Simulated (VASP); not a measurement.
VASP input:

KPOINTS:
```
Automatic mesh
0
Gamma
6 6 6
0 0 0
```

POSCAR:
```
Ni3Al
1
    3.6414000000     0.0000000000     0.0000000000
    0.0000000000     3.6414000000     0.0000000000
    0.0000000000     0.0000000000     3.6414000000
Al Ni
1 3
Direct
  0.0000000000   0.0000000000   0.0000000000
  0.0000000000   0.5000000000   0.5000000000
  0.5000000000   0.0000000000   0.5000000000
  0.5000000000   0.5000000000   0.0000000000
```

**INCAR**
```
SYSTEM = Ni3Al
PREC = Accurate
ENCUT = 400
EDIFF = 1E-6
NELM = 100
ALGO = Normal
LREAL = .FALSE.
LASPH = .TRUE.
ISMEAR = 1
SIGMA = 1.0
GGA = PE
LMAXMIX = 4
ISPIN = 2
MAGMOM = 0.0 0.5 0.5 0.5
LORBIT = 10
LWAVE = .FALSE.
LCHARG = .FALSE.
ISIF = 2
```

POTCAR, in this order: Al Ni (PBE.64 set). Program: vasp_std.

The run wrote:

File standard output:
```
 POSCAR found type information on POSCAR AlNi
 POSCAR found :  2 types and       4 ions
 Reading from existing POTCAR
 Reading from existing POTCAR
 LDA part: xc-table for (Slater+PW92), standard interpolation
 POSCAR, INCAR and KPOINTS ok, starting setup
 WAVECAR not read
 entering main loop
       N       E                     dE             d eps       ncg     rms          rms(c)
DAV:   1     0.167609600376E+03    0.16761E+03   -0.12171E+04  1688   0.161E+03
DAV:   2    -0.177712757815E+02   -0.18538E+03   -0.17783E+03  1680   0.324E+02
DAV:   3    -0.255484877671E+02   -0.77772E+01   -0.73196E+01  1864   0.906E+01
DAV:   4    -0.256915720547E+02   -0.14308E+00   -0.14267E+00  1972   0.108E+01
DAV:   5    -0.256966085239E+02   -0.50365E-02   -0.50356E-02  1991   0.189E+00    0.187E+01
DAV:   6    -0.274022417630E+02   -0.17056E+01   -0.70750E+01  1933   0.135E+02    0.228E+01
DAV:   7    -0.217067826459E+02    0.56955E+01   -0.22230E+01  1909   0.741E+01    0.208E+00
DAV:   8    -0.217031636278E+02    0.36190E-02   -0.47503E-01  1764   0.509E+00    0.137E+00
DAV:   9    -0.216822240411E+02    0.20940E-01   -0.39289E-02  2193   0.265E+00    0.473E-01
DAV:  10    -0.216813248431E+02    0.89920E-03   -0.17093E-03  2066   0.374E-01    0.213E-01
DAV:  11    -0.216812909051E+02    0.33938E-04   -0.78635E-04  2140   0.367E-01    0.878E-02
DAV:  12    -0.216813029815E+02   -0.12076E-04   -0.10247E-04  1957   0.116E-01    0.557E-02
DAV:  13    -0.216813114263E+02   -0.84448E-05   -0.12749E-05  2026   0.462E-02    0.288E-02
DAV:  14    -0.216813175679E+02   -0.61416E-05   -0.31811E-05  2011   0.743E-02    0.146E-02
DAV:  15    -0.216813194710E+02   -0.19030E-05   -0.40996E-06  1460   0.230E-02    0.889E-03
DAV:  16    -0.216813201400E+02   -0.66907E-06   -0.18693E-06  1164   0.175E-02
   1 F= -.21681320E+02 E0= -.21763401E+02  d E =0.246243E+00  mag=     0.0003
```

OUTCAR:
```
------------------------ aborting loop because EDIFF is reached ----------------------------------------
  FORCE on cell =-STRESS in cart. coord.  units (eV):
  Direction    XX          YY          ZZ          XY          YZ          ZX
  --------------------------------------------------------------------------------------
  Total       -3.3389683     -3.3389683     -3.3389683      0.0000000     -0.0000000     -0.0000000
  in kB     -110.7943754   -110.7943754   -110.7943754      0.0000000     -0.0000000     -0.0000000
  external PRESSURE =    -110.7943754 kB  Pullay stress =       0.0000000 kB
  volume of cell :       48.28
      direct lattice vectors                 reciprocal lattice vectors
     3.641400000  0.000000000  0.000000000     0.274619652  0.000000000  0.000000000
     0.000000000  3.641400000  0.000000000     0.000000000  0.274619652  0.000000000
     0.000000000  0.000000000  3.641400000     0.000000000  0.000000000  0.274619652
 POSITION                                       TOTAL-FORCE (eV/Angst)
 -----------------------------------------------------------------------------------
      0.00000      0.00000      0.00000         0.000000      0.000000      0.000000
      0.00000      1.82070      1.82070         0.000000      0.000000      0.000000
      1.82070      0.00000      1.82070         0.000000      0.000000      0.000000
      1.82070      1.82070      0.00000         0.000000      0.000000      0.000000
 -----------------------------------------------------------------------------------
    total drift:                                0.000000     -0.000000     -0.000000
  FREE ENERGIE OF THE ION-ELECTRON SYSTEM (eV)
  ---------------------------------------------------
  free  energy   TOTEN  =       -21.6813201400 eV

  energy  without entropy=      -21.9275631765  energy(sigma->0) =      -21.76340115

 total charge

# of ion       s       p       d       tot
------------------------------------------
    1        0.401   0.367   0.000   0.768
    2        0.464   0.457   8.352   9.273
    3        0.464   0.457   8.352   9.273
    4        0.464   0.457   8.352   9.273
--------------------------------------------------
tot          1.794   1.739  25.055  28.588

 magnetization (x)

# of ion       s       p       d       tot
------------------------------------------
    1       -0.000  -0.000   0.000  -0.000
    2       -0.000  -0.000   0.000   0.000
    3       -0.000  -0.000   0.000   0.000
    4       -0.000  -0.000   0.000   0.000
--------------------------------------------------
tot         -0.000  -0.000   0.001   0.001
```
(Selected blocks of OUTCAR.)

Question: The run ends quietly. Is anything wrong with it?

Answer: The cause: SIGMA is far too large. The run ends without an error. Against the sound run, the energy per atom (σ→0) rises by 0.012 eV/atom; the pressure decreases by 1.12 GPa; the cell moment falls by 0.76 μB. To mend it, set SIGMA = 0.1.

The mended run (PBE GGA, plane waves, VASP's PBE PAW potentials (set 64)) converges, and its OSZICAR ends with
```
   1 F= -.21810534E+02 E0= -.21811075E+02  d E =0.162492E-02  mag=     0.7632
```

The compound is Ni3Al in the L1_2 structure. The cell was not relaxed at this level.
